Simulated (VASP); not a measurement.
Crystal: BaZrO3.

```xyz
5
Lattice="4.2052 0.0000 0.0000 0.0000 4.2052 0.0000 0.0000 0.0000 4.2052" Properties=species:S:1:pos:R:3 pbc="T T T"
Ba    2.1026    2.1026    2.1026
Zr    0.0000    0.0000    0.0000
O     2.1026    0.0000    0.0000
O     0.0000    2.1026    0.0000
O     0.0000    0.0000    2.1026
```

| Property | Result |
| --- | --- |
| Program | VASP 6.6.1 |
| Task | relaxation of cell and atoms |
| Functional | PBE |
| Potentials or basis | VASP PAW PBE potentials, release 64 (Ba_sv, Zr_sv, O) |
| Cutoff | 600 eV |
| k mesh | 6 × 6 × 6 |
| Occupations | gaussian, width 0.02 eV |
| Spin | no spin polarisation |

At the start: pressure 3.2 GPa; volume 14.87 Å³/atom.

Question: Where does the relaxation end?

Answer: Over 3 steps the energy falls by 3.2 meV/atom and the volume is 15.19 Å³/atom (+2.1 %); space group Pm-3m (No. 221, to 0.05 Å).

Step by step:
| step | energy change (eV) | largest force (eV/Å) | pressure (GPa) | volume (Å³) |
| --- | --- | --- | --- | --- |
| 1 | 0.0000 | 0.0000 | 3.25 | 74.36 |
| 2 | 0.0015 | 0.0000 | -3.17 | 77.66 |
| 3 | -0.0159 | 0.0000 | -0.02 | 75.95 |

Final structure:
```cif
data_structure
_symmetry_space_group_name_H-M 'P 1'
_symmetry_Int_Tables_number 1
_cell_length_a 4.2349
_cell_length_b 4.2349
_cell_length_c 4.2349
_cell_angle_alpha 90.000
_cell_angle_beta 90.000
_cell_angle_gamma 90.000
_cell_volume 75.95
loop_
_atom_site_label
_atom_site_type_symbol
_atom_site_fract_x
_atom_site_fract_y
_atom_site_fract_z
_atom_site_occupancy
Ba1 Ba 0.50000 0.50000 0.50000 1
Zr1 Zr 0.00000 0.00000 0.00000 1
O1 O 0.50000 0.00000 0.00000 1
O2 O 0.00000 0.50000 0.00000 1
O3 O 0.00000 0.00000 0.50000 1
```
